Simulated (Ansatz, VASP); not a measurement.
# Cross-check of GaCuSe2 between VASP and Ansatz, part 2 of 2

Aim: how closely do two programs agree when they are given the same cell, functional and k mesh? The cell is taken from a series of runs on this material, whose earlier steps may have relaxed, scaled, displaced or heated it; both programs get it as it stands.

VASP 6.6.1 and Ansatz 0.2.0.

So far. Step 2 (VASP: single point, HSE06): The run ends at a pressure of 1.33 GPa, with forces up to 0.41 eV/Å.

## Step 3: Ansatz: single point, HSE06

Level of this step: Ansatz beside VASP: Kohn-Sham DFT, plane waves, HSE06 (Ansatz).

Ansatz runs on its PAW soft_1 files.

The same cell, functional and mesh now go to Ansatz, which takes its cutoff from its data sets.

input.yaml reads:

```yaml
crystal:
  lattice:
    - [-2.79550225, 2.79550225, 5.513]
    - [2.79550225, -2.79550225, 5.513]
    - [2.79550225, 2.79550225, -5.513]
  atoms:
    - { symbol: Ga, position: [0.5, 0.5, 0.0] }
    - { symbol: Ga, position: [0.25, 0.75, 0.5] }
    - { symbol: Cu, position: [0.0, 0.0, 0.0] }
    - { symbol: Cu, position: [0.75, 0.25, 0.5] }
    - { symbol: Se, position: [0.375, 0.368175393, 0.493175393] }
    - { symbol: Se, position: [0.631824607, 0.125, 1.006824607] }
    - { symbol: Se, position: [0.875, 0.881824607, 0.506824607] }
    - { symbol: Se, position: [0.118175393, 0.625, -0.006824607] }
kpoints:
  mp_grid: { grid: [4, 4, 4] }
  band_path:
    path:
      - [0.0, 0.0, 0.0]
      - [0.0, 0.0, 0.5]
      - [0.25, 0.25, 0.25]
      - [0.0, 0.5, 0.0]
      - [0.5, 0.5, -0.5]
      - [0.31492883, 0.68507117, -0.31492883]
      - [-0.31492883, 0.31492883, 0.31492883]
      - [-0.12985765, 0.12985765, 0.5]
    npoints: 1
hamiltonian:
  xc: hse06
  pseudopotentials: { kind: paw, azcp: { folder: soft_1 } }
scf:
  occupations: { method: fixed }
  n_extra_bands: 6
output:
  eigenvalues: true
```

On the command line:

```sh
> ansatz run input.yaml --threads 2 --pin off --max-ram 92160MiB --backend cuda --events-out ev --progress --plain --runs-dir out --devices 1 --max-vram 13GiB
```

Numbers of over 12 decimals in the logs are rounded to 6 here.

Output:

```text
scf.n_extra_bands = 6 over 64 filled bands (N_el = 128.0): the run solves 70 bands
GPUs: using 1 of 1 available (devices: 1).
Engine: ansatz 0.2.0, x86_64-unknown-linux-gnu
Pseudopotentials: kind: paw
Pseudopotential: Ga, paw, valence charge 13, recommended cutoff 420 eV (normal), soft_1/Ga.paw.azcp
Pseudopotential: Cu, paw, valence charge 19, recommended cutoff 420 eV (normal), soft_1/Cu.paw.azcp
Pseudopotential: Se, paw, valence charge 16, recommended cutoff 420 eV (normal), soft_1/Se.paw.azcp
Functional definition: HSE06
  parameter a = 0.25
  parameter omega = 0.11/bohr
  exchange = pbe_x - a*pbe_x_sr(omega) + a*exact_x_sr(omega)
  correlation = pbe_c
davidson cushion auto → on  (no smearing: the cushion is to keep the highest requested band from converging to the state above it; pin scf.eigensolver.cushion to override)
device memory: the entry about to start is reckoned to put 3.0 GiB on a device that reports 67.9 GiB free (of which the cap on the GPU budget leaves the run 13.0 GiB)
GPU FFT provider: cuFFT
GPU libraries: cuBLAS 13.8.2, cuFFT 12.4.0, cuSOLVER 12.3.4
Crystal: 8 atoms, lattice volume = 172.333 Å³
Basis set: ecut = 420 eV, 3387 PW (Γ)
Bands: 70, of which v1, the nominal top of the filled ones, is band 64 counted from 1 (63 counted from 0)
Symmetry: 8 space group operations
Space group: I-42d (ITA 122), of the structure as read, at distance tolerance 5.6e-5 Å
k-points: 13 of 64 (time reversal used)
Non-local potential: Ga, projectors of the file, l = 0: 2, l = 1: 2, l = 2: 3, l = 3: 1
Non-local potential: Cu, projectors of the file, l = 0: 3, l = 1: 2, l = 2: 3, l = 3: 1
Non-local potential: Se, projectors of the file, l = 0: 2, l = 1: 2, l = 2: 3, l = 3: 1
PAW form: soft (Blöchl's): semilocal exchange-correlation on the pseudo side does not see the compensation charge
PAW frozen core: Ga, regenerated for the run's functional, and the local potential with it (the file was generated under x = pbe(κ = 0.804, μ = 0.219515), c = pbe(β = 0.066725))
PAW frozen core: Cu, regenerated for the run's functional, and the local potential with it (the file was generated under x = pbe(κ = 0.804, μ = 0.219515), c = pbe(β = 0.066725))
PAW frozen core: Se, regenerated for the run's functional, and the local potential with it (the file was generated under x = pbe(κ = 0.804, μ = 0.219515), c = pbe(β = 0.066725))
PAW one-centre angular grid: Ga, 590 points (default); XC on 64 Gauss nodes
PAW one-centre angular grid: Cu, 590 points (default); XC on 64 Gauss nodes
PAW one-centre angular grid: Se, 590 points (default); XC on 64 Gauss nodes
Initial density: superposition of atomic densities (chi_scale 0.1, normalization cell, long waves kept (reshape's long-wave potential 0.00 eV rms))
Initial wavefunctions: pseudopotential atomic-orbital guess
GPU buffer pool allocated for 110592 grid points (all kernels)
GPU transforms: local potential and band sums: pruned to the plane-wave sphere, on 45×45×45
Functional: x = pbe(κ = 0.804, μ = 0.219515), c = pbe(β = 0.066725), warm-up for x = pbe(κ = 0.804, μ = 0.219515) + 0.25 (exact − pbe) at short range (hse, ω = 0.207870 Å⁻¹), c = pbe(β = 0.066725); HSE06 as pw.x's `hse` composes it (authors' and Libxc's form: `xc: wpbeh`)
SCF iter   1: F=—  HF=-42697.058886 eV  |F-HF|=—  |Δ(HF+E_count)|=         —  Δρ=5.95e-2  dr2=4.23e0  ethr=1.00e-1  ⟨swp⟩=5.1  Hψ=2367  notcnv=0
preconditioner: auto → none  [insulator: Δε(μ)=0.468 eV  Ē_g=11.443 eV  n_scr=60 (ndim 8)  ℏωp=24.0 eV  f_vac=0.049]
SCF iter   2: F=—  HF=-42698.124525 eV  |F-HF|=—  |Δ(HF+E_count)|=    1.07e0  Δρ=1.10e-1  dr2=1.42e1  ethr=3.30e-3  ⟨swp⟩=4.6  Hψ=2854  notcnv=0  defer=1
SCF iter   3: F=—  HF=-42696.987989 eV  |F-HF|=—  |Δ(HF+E_count)|=    1.14e0  Δρ=3.91e-2  dr2=2.20e0  ethr=3.30e-3  ⟨swp⟩=4.0  Hψ=2530  notcnv=0
iter 4 solved again at ethr=1.20e-4 eV; its pass at ethr=1.72e-3 eV (dr2=1.54e-1 eV) is discarded
SCF iter   4: F=—  HF=-42696.533737 eV  |F-HF|=—  |Δ(HF+E_count)|=   4.54e-1  Δρ=1.11e-2  dr2=1.58e-1  ethr=1.20e-4  ⟨swp⟩=2.2  Hψ=4152  notcnv=0
SCF iter   5: F=—  HF=-42696.504195 eV  |F-HF|=—  |Δ(HF+E_count)|=   2.95e-2  Δρ=2.79e-3  dr2=6.92e-3  ethr=1.20e-4  ⟨swp⟩=3.0  Hψ=2263  notcnv=0
SCF iter   6: F=—  HF=-42696.504984 eV  |F-HF|=—  |Δ(HF+E_count)|=   7.88e-4  Δρ=1.58e-3  dr2=3.13e-3  ethr=5.40e-6  ⟨swp⟩=4.0  Hψ=2742  notcnv=0
SCF iter   7: F=—  HF=-42696.504691 eV  |F-HF|=—  |Δ(HF+E_count)|=   2.93e-4  Δρ=5.97e-4  dr2=3.64e-4  ethr=2.45e-6  ⟨swp⟩=2.6  Hψ=2014  notcnv=0
SCF iter   8: F=—  HF=-42696.504676 eV  |F-HF|=—  |Δ(HF+E_count)|=   1.53e-5  Δρ=1.62e-4  dr2=3.53e-5  ethr=2.84e-7  ⟨swp⟩=3.0  Hψ=2174  notcnv=0
SCF iter   9: F=-42696.504672 eV  HF=-42696.504673 eV  |F-HF|=1.06e-6  |Δ(HF+E_count)|=   2.98e-6  Δρ=2.96e-5  dr2=9.84e-7  ethr=2.76e-8  ⟨swp⟩=3.7  Hψ=2207  notcnv=0
SCF 1 stopped early in 9 iterations: F = -42696.504672 eV  dr2 = 9.84e-7
  greatest PAW one-centre occupation: 1.000 electrons in one spin orbital (limit 2), on the Se atom at site 5 (counted from 0), in its partial waves of l = 2
device memory: the entry about to start is reckoned to put 3.8 GiB (of the 3.9 GiB reckoned in all, the device holds 0.1 GiB already) on a device that reports 67.8 GiB free (of which the cap on the GPU budget leaves the run 12.9 GiB)
GPU FFT provider: cuFFT
GPU libraries: cuBLAS 13.8.2, cuFFT 12.4.0, cuSOLVER 12.3.4
Initial density: handed on by an earlier stage of this run
Initial wavefunctions: those handed on with the density
GPU buffer pool allocated for 110592 grid points (all kernels)
GPU transforms: local potential and band sums: pruned to the plane-wave sphere, on 45×45×45
Functional: x = pbe(κ = 0.804, μ = 0.219515) + 0.25 (exact − pbe) at short range (hse, ω = 0.207870 Å⁻¹), c = pbe(β = 0.066725); HSE06 as pw.x's `hse` composes it (authors' and Libxc's form: `xc: wpbeh`)
Exchange kernel: α = 0.2500, screened, ω = 0.2079 Å⁻¹, Wigner–Seitz truncation, v(0) = 1046.6286 eV·Å³, q-mesh 4×4×4, nearest image of the exchange supercell L = 22.36 Å, pair-density grid 24×24×24, without the augmentation charges, whose exchange is taken in its separable form by FFT convolution over the k-point mesh (sized by the pseudopotential files, 40×40×30 at the most), smooth part of the exact exchange by density-matrix convolution in up to 5.95 GiB of GPU memory as planned if the GPU has room (build and FFT work areas not counted)
Frozen-core exchange: fock
[...]
preconditioner: auto → none  [insulator: Δε(μ)=1.541 eV  Ē_g=13.127 eV  n_scr=60 (ndim 8)  ℏωp=24.0 eV  f_vac=0.121]
[...]
SCF iter   5: F=—  HF=-42702.275033 eV  |F-HF|=—  |Δ(HF+E_count)|=   5.89e-3  Δρ=3.86e-4  dr2=5.77e-4  ethr=7.69e-9  ⟨swp⟩=5.0  Hψ=4102  notcnv=0
SCF iter   6: F=—  HF=-42702.277581 eV  |F-HF|=—  |Δ(HF+E_count)|=   2.55e-3  Δρ=7.93e-4  dr2=8.48e-4  ethr=7.69e-9  ⟨swp⟩=5.1  Hψ=3821  notcnv=0  defer=1
SCF iter   7: F=—  HF=-42702.277462 eV  |F-HF|=—  |Δ(HF+E_count)|=   1.19e-4  Δρ=5.71e-4  dr2=4.60e-4  ethr=7.69e-9  ⟨swp⟩=4.0  Hψ=3124  notcnv=0
SCF iter   8: F=—  HF=-42702.277387 eV  |F-HF|=—  |Δ(HF+E_count)|=   7.57e-5  Δρ=2.45e-4  dr2=9.57e-5  ethr=7.69e-9  ⟨swp⟩=4.0  Hψ=2750  notcnv=0
SCF iter   9: F=-42702.277368 eV  HF=-42702.277368 eV  |F-HF|=7.21e-8  |Δ(HF+E_count)|=   1.84e-5  Δρ=3.72e-6  dr2=1.16e-5  ethr=7.69e-9  ⟨swp⟩=4.0  Hψ=2627  notcnv=0
SCF 2 stopped early in 9 iterations: F = -42702.277368 eV  dr2 = 1.16e-5
  greatest PAW one-centre occupation: 1.000 electrons in one spin orbital (limit 2), on the Cu atom at site 3 (counted from 0), in its partial waves of l = 0
hybrid outer 1: dexx = +6.632e-2 eV, tail = 7.04e-4 eV
GPU FFT provider: cuFFT
GPU libraries: cuBLAS 13.8.2, cuFFT 12.4.0, cuSOLVER 12.3.4
GPU buffer pool allocated for 110592 grid points (all kernels)
GPU transforms: local potential and band sums: pruned to the plane-wave sphere, on 45×45×45
Exchange kernel: α = 0.2500, screened, ω = 0.2079 Å⁻¹, Wigner–Seitz truncation, v(0) = 1046.6286 eV·Å³, q-mesh 4×4×4, nearest image of the exchange supercell L = 22.36 Å, pair-density grid 24×24×24, without the augmentation charges, whose exchange is taken in its separable form by FFT convolution over the k-point mesh (sized by the pseudopotential files, 40×40×30 at the most), smooth part of the exact exchange by density-matrix convolution in up to 5.95 GiB of GPU memory as planned if the GPU has room (build and FFT work areas not counted)
Frozen-core exchange: fock
SCF iter   1: F=—  HF=-42702.276465 eV  |F-HF|=—  |Δ(HF+E_count)|=         —  Δρ=1.64e-4  dr2=4.16e-5  ethr=2.75e-6  ⟨swp⟩=3.2  Hψ=2099  notcnv=0
preconditioner: auto → none  [insulator: Δε(μ)=1.345 eV  Ē_g=12.846 eV  n_scr=60 (ndim 8)  ℏωp=24.0 eV  f_vac=0.127]
iter 2 solved again at ethr=1.08e-9 eV; its pass at ethr=2.51e-8 eV (dr2=1.38e-6 eV) is discarded
SCF iter   2: F=—  HF=-42702.276466 eV  |F-HF|=—  |Δ(HF+E_count)|=   7.45e-7  Δρ=4.20e-5  dr2=2.48e-6  ethr=1.08e-9  ⟨swp⟩=2.0  Hψ=5231  notcnv=0
SCF iter   3: F=—  HF=-42702.276473 eV  |F-HF|=—  |Δ(HF+E_count)|=   7.14e-6  Δρ=2.90e-5  dr2=1.06e-6  ethr=1.08e-9  ⟨swp⟩=4.8  Hψ=2679  notcnv=0
SCF iter   4: F=-42702.276472 eV  HF=-42702.276472 eV  |F-HF|=6.88e-9  |Δ(HF+E_count)|=   2.43e-7  Δρ=6.13e-6  dr2=5.01e-8  ethr=7.52e-10  ⟨swp⟩=3.0  Hψ=2309  notcnv=0
SCF 3 converged in 4 iterations: F = -42702.276472 eV  dr2 = 5.01e-8
hybrid outer 2: dexx = +6.644e-6 eV, tail = 4.32e-7 eV, Δε = 5.13e-3 eV (about 2.07e-4 eV left of the loop's levels)
device memory: the entry about to start is reckoned to put 1.5 GiB on a device that reports 54.0 GiB free (of which the cap on the GPU budget leaves the run 13.0 GiB)
NSCF: frozen V_eff on 8 k-points
hybrid SCF converged: 2 outer / 13 inner (+9 warm-up), last move |dexx| = 6.64e-6 eV, tail = 4.32e-7 eV
Stability not checked: this state was not tested for a lower state beside it, because the functional holds exact exchange (a hybrid, or Hartree-Fock), whose exchange loop this test does not read (fock_operator; see scf.lower_state_search)
Free energy (F): -42702.276471 eV
Frozen-core exchange: fock
Harris-Foulkes:  -42702.276471 eV  (|F-HF|=6.88e-9)
Internal energy: -42702.276471 eV  (E = F + TS)
E sigma→0 (E₀):  -42702.276471 eV
Fermi energy:    7.970434 eV
--- Per-component energies (eV) ---
  E_band       = -3011.477398
  E_kinetic    = 1184.855780
  E_local      = -25717.250129  (includes V_loc(G=0)·N_el)
  E_nonlocal   = 214.351347
  E_hartree    = 12738.447331
  E_xc         = -486.476486
  E_vxc        = -519.674914  (∫ρ·V_xc dr)
  E_exx        = -588.614148  (= α·E_x^exact, valence–valence)
  E_paw        = -15693.232250  (= ΣΔE_a)
  E_vpaw       = -2473.426703  (= ΣTr[D̂ρ^β])
  E_aug_tail   = 0.000046  (compensation charges beyond the density's cutoff)
  E_ewald      = -14349.848048
  E_core_change = -4.509914  (= ΣΔE_core)
  E_smearing   = -0.000000  (= −TS)
  E_closure    = 0.000000  (closes the sum)
  Σ components = -42702.276471   (vs F -42702.276471, Δ=0.00e0)
--- Band table (eV; the first three rows and the last of 13) ---
  k-point 0: bands = [... 60 lower, 5.8154, 7.8689, 7.8689, 7.9704, 9.3176, 10.7547, 11.1452, 13.0370, ... 2 higher]
  k-point 1: bands = [... 60 lower, 6.2561, 6.3226, 7.1562, 7.6722, 10.7115, 11.1263, 12.2804, 12.7164, ... 2 higher]
  k-point 2: bands = [... 60 lower, 6.9291, 6.9291, 7.3331, 7.3331, 10.1415, 10.1415, 12.5195, 12.5195, ... 2 higher]
  k-point 12: bands = [... 60 lower, 6.4686, 6.4686, 6.7882, 6.7882, 10.7137, 10.7137, 10.7883, 10.7883, ... 2 higher]
```

In the SCF lines HF is the Harris–Foulkes energy and dr2 the Hartree energy of the density residual, in eV; the loop may stop once dr2 is under the threshold and the program's other checks hold. Hψ counts applications of the Hamiltonian.

## Step 4: Differences

Known differences besides the potentials themselves: exact exchange at q = 0 is treated differently, which shows on coarse meshes; VASP keeps PBE cores, Ansatz makes them for the functional; fixed occupations in Ansatz, narrow Gaussian smearing in VASP; the data sets hold 128 valence electrons in Ansatz (on its PAW soft_1 files) and 72 in VASP; the cutoff is 420 eV in Ansatz and 400 eV in VASP; VASP takes a coarser grid for exact exchange (PRECFOCK = Fast). Total energies have different zeros and are not compared.

Both answers:

```tsv
quantity	Ansatz	VASP	difference
gap on the k mesh (eV)	1.347	1.342	+0.005
```

A gap on the mesh is an upper bound, since the band edges may lie between its points.

## Step 5: What came out

```json
{
  "difference in gap on the k mesh (single point, HSE06)": "0.0051 eV"
}
```

The difference in gap on the k mesh is 0.0051 eV (single point, HSE06), within the 0.08 eV picked in this series as the mark of a large difference. The data sets hold unlike numbers of valence electrons (128 in Ansatz and 72 in VASP), so part of the differences comes from the potentials. Such differences can come from data sets, numerical settings and the points named under the comparisons, not from the functional's error against experiment.

[Lines on the potential files, build, host, timing and source positions are cut from VASP's logs without a mark.]

[Logs are printed without paths, hosts, clocks, repeated set-up lines and the standing remarks that a program may print on its own settings, such as how far it seeks lower states.]

[Hosts, paths, dates, database ids (printed as entryN), source tags and the programs' standing remarks are cut or masked in the printed files.]
